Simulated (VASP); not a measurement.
Input for VASP

File KPOINTS:
```
Automatic mesh
0
Gamma
7 7 7
0 0 0
```

**INCAR**
```
SYSTEM = Mo3Si
PREC = Accurate
ENCUT = 500
EDIFF = 1E-6
NELM = 100
ALGO = Normal
LREAL = .FALSE.
LASPH = .TRUE.
ISMEAR = 1
SIGMA = 0.1
LMAXMIX = 4
LWAVE = .FALSE.
LCHARG = .FALSE.
IBRION = 2
ISIF = 3
NSW = 40
EDIFFG = -0.02
PSTRESS = 50
```

File POSCAR:
```
Mo3Si
1
    4.8118063794     0.0000000000    -0.0000000000
   -0.0000000000     4.8118063794     0.0000000000
    0.0000000000     0.0000000000     4.8118063794
Si Mo
2 6
Direct
  0.5000000000   0.5000000000   0.5000000000
  0.0000000000   0.0000000000   0.0000000000
  0.2500000000   0.0000000000   0.5000000000
  0.5000000000   0.2500000000   0.0000000000
  0.5000000000   0.7500000000   0.0000000000
  0.7500000000   0.0000000000   0.5000000000
  0.0000000000   0.5000000000   0.7500000000
  0.0000000000   0.5000000000   0.2500000000
```

POTCAR, in this order: Si Mo_sv (LDA.64 set). Program: vasp_std.

### Question
Translate this LDA calculation to Quantum ESPRESSO's pw.x.

### Answer
One equivalent input (not run):
```
&CONTROL
  calculation = 'vc-relax'
  pseudo_dir = './pseudo'
  outdir = './out'
  tprnfor = .true.
  tstress = .true.
  nstep = 40
  forc_conv_thr = 0.00078
/
&SYSTEM
  ibrav = 0
  nat = 8
  ntyp = 2
  ecutwfc = 80
  occupations = 'smearing'
  smearing = 'methfessel-paxton'
  degauss = 0.00735
  input_dft = 'pz'
/
&ELECTRONS
  conv_thr = 7.3e-08
  electron_maxstep = 100
/
&IONS
/
&CELL
  press = 50
/
ATOMIC_SPECIES
  Si 28.085 Si.upf
  Mo 95.950 Mo.upf
CELL_PARAMETERS angstrom
     4.8118064    0.0000000   -0.0000000
    -0.0000000    4.8118064    0.0000000
     0.0000000    0.0000000    4.8118064
ATOMIC_POSITIONS crystal
  Si   0.5000000  0.5000000  0.5000000
  Si   0.0000000  0.0000000  0.0000000
  Mo   0.2500000  0.0000000  0.5000000
  Mo   0.5000000  0.2500000  0.0000000
  Mo   0.5000000  0.7500000  0.0000000
  Mo   0.7500000  0.0000000  0.5000000
  Mo   0.0000000  0.5000000  0.7500000
  Mo   0.0000000  0.5000000  0.2500000
K_POINTS automatic
  7 7 7 0 0 0
```
What does not carry over: the potentials are each code's own (VASP's PAW set, PseudoDojo norm-conserving files in pw.x), so ENCUT and ecutwfc are chosen apart and not converted; conv_thr bounds pw.x's estimated SCF error, while EDIFF bounds the energy change between steps; forc_conv_thr acts on force components and is met together with etot_conv_thr.

The compound is Mo3Si in the A15 structure. It was relaxed first under an external pressure of 5 GPa.
